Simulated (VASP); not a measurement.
Computed with PBE GGA, VASP's PBE PAW potentials (set 64) (plane waves; VASP).

VASP input:

INCAR:
```
# general
SYSTEM = C
PREC   = Accurate
ENCUT  = 520
LREAL  = .False.
LASPH  = .True.

# electronic loop
EDIFF  = 1E-6
NELM   = 100
ALGO   = Normal

# smearing
ISMEAR = 0
SIGMA  = 0.05

# functional
GGA    = PE

# output
LWAVE  = .False.
LCHARG = .True.
```

### KPOINTS
```
Automatic mesh
0
Gamma
11 11 11
0 0 0
```

POSCAR:
```
C
1
    0.0000000000     1.7867216391     1.7867216391
    1.7867216391    -0.0000000000     1.7867216391
    1.7867216391     1.7867216391     0.0000000000
C
2
Direct
  0.0000000000   0.0000000000   0.0000000000
  0.2500000000   0.2500000000   0.2500000000
```

POTCAR, in this order: C (PBE.64 set). Program: vasp_std.

Output of the run:

OSZICAR:
```
       N       E                     dE             d eps       ncg     rms          rms(c)
DAV:   1     0.634675430540E+00    0.63468E+00   -0.51566E+03   936   0.991E+02
DAV:   2    -0.186868017536E+02   -0.19321E+02   -0.18370E+02  1400   0.113E+02
DAV:   3    -0.188134897817E+02   -0.12669E+00   -0.12669E+00   968   0.119E+01
DAV:   4    -0.188137999704E+02   -0.31019E-03   -0.31019E-03  1248   0.488E-01
DAV:   5    -0.188138000711E+02   -0.10070E-06   -0.10070E-06   968   0.745E-03    0.552E+00
DAV:   6    -0.183429683351E+02    0.47083E+00   -0.36088E-01   928   0.480E+00    0.331E+00
DAV:   7    -0.181845252079E+02    0.15844E+00   -0.39898E-01  1056   0.515E+00    0.756E-01
DAV:   8    -0.181857961142E+02   -0.12709E-02   -0.18010E-03   936   0.487E-01    0.465E-02
DAV:   9    -0.181858130623E+02   -0.16948E-04   -0.13138E-04  1312   0.102E-01    0.271E-02
DAV:  10    -0.181858257527E+02   -0.12690E-04   -0.13691E-05   904   0.432E-02    0.621E-03
DAV:  11    -0.181858255998E+02    0.15287E-06   -0.38070E-08   656   0.218E-03
   1 F= -.18185826E+02 E0= -.18185826E+02  d E =-.121308E-11
```

**OUTCAR**
```
------------------------ aborting loop because EDIFF is reached ----------------------------------------
  FORCE on cell =-STRESS in cart. coord.  units (eV):
  Direction    XX          YY          ZZ          XY          YZ          ZX
  --------------------------------------------------------------------------------------
  Total       -0.0011783     -0.0011783     -0.0011783      0.0000000     -0.0000000      0.0000000
  in kB       -0.1654833     -0.1654833     -0.1654833      0.0000000     -0.0000000      0.0000000
  external PRESSURE =      -0.1654833 kB  Pullay stress =       0.0000000 kB
  volume of cell :       11.41
      direct lattice vectors                 reciprocal lattice vectors
     0.000000000  1.786721639  1.786721639    -0.279842136  0.279842136  0.279842136
     1.786721639  0.000000000  1.786721639     0.279842136 -0.279842136  0.279842136
     1.786721639  1.786721639  0.000000000     0.279842136  0.279842136 -0.279842136
 POSITION                                       TOTAL-FORCE (eV/Angst)
 -----------------------------------------------------------------------------------
      0.00000      0.00000      0.00000        -0.000000     -0.000000      0.000000
      0.89336      0.89336      0.89336         0.000000      0.000000     -0.000000
 -----------------------------------------------------------------------------------
    total drift:                                0.000000      0.000000      0.000000
  FREE ENERGIE OF THE ION-ELECTRON SYSTEM (eV)
  ---------------------------------------------------
  free  energy   TOTEN  =       -18.1858255998 eV

  energy  without entropy=      -18.1858255998  energy(sigma->0) =      -18.18582560
```
(Selected blocks of OUTCAR.)

File OUTCAR:
```
 val. band max:        9.6485801610   @ k =   0.0000   0.0000   0.0000

 cond. band min:      13.7646157419   @ k =   0.3636   0.3636   0.0000


 Fermi energy:         9.8593797191

 k-point     1 :       0.0000    0.0000    0.0000
  band No.  band energies     occupation
      1     -11.7530      2.00000
      2       9.6486      2.00000
      3       9.6486      2.00000
      4       9.6486      2.00000
      5      15.2231      0.00000
      6      15.2231      0.00000
      7      15.2231      0.00000
      8      22.8517      0.00000

 k-point     2 :       0.0909    0.0000    0.0000
  band No.  band energies     occupation
      1     -11.5250      2.00000
      2       8.2298      2.00000
      3       9.2738      2.00000
      4       9.2738      2.00000
      5      15.7150      0.00000
      6      15.7150      0.00000
      7      16.0338      0.00000
      8      23.0532      0.00000

 k-point     3 :       0.1818    0.0000    0.0000
  band No.  band energies     occupation
      1     -10.8445      2.00000
      2       5.4025      2.00000
      3       8.4954      2.00000
      4       8.4954      2.00000
      5      16.7307      0.00000
      6      16.7307      0.00000
      7      17.1690      0.00000
      8      23.6245      0.00000

 k-point     4 :       0.2727    0.0000    0.0000
  band No.  band energies     occupation
      1      -9.7242      2.00000
      2       2.3144      2.00000
      3       7.7384      2.00000
      4       7.7384      2.00000
      5      17.5848      0.00000
      6      17.5848      0.00000
      7      17.8806      0.00000
      8      24.3837      0.00000

 k-point     5 :       0.3636    0.0000    0.0000
  band No.  band energies     occupation
      1      -8.2013      2.00000
      2      -0.6348      2.00000
      3       7.1854      2.00000
      4       7.1854      2.00000
      5      17.9854      0.00000
      6      17.9854      0.00000
      7      18.2470      0.00000
...
```

The compound is C in the diamond structure. It was relaxed first.
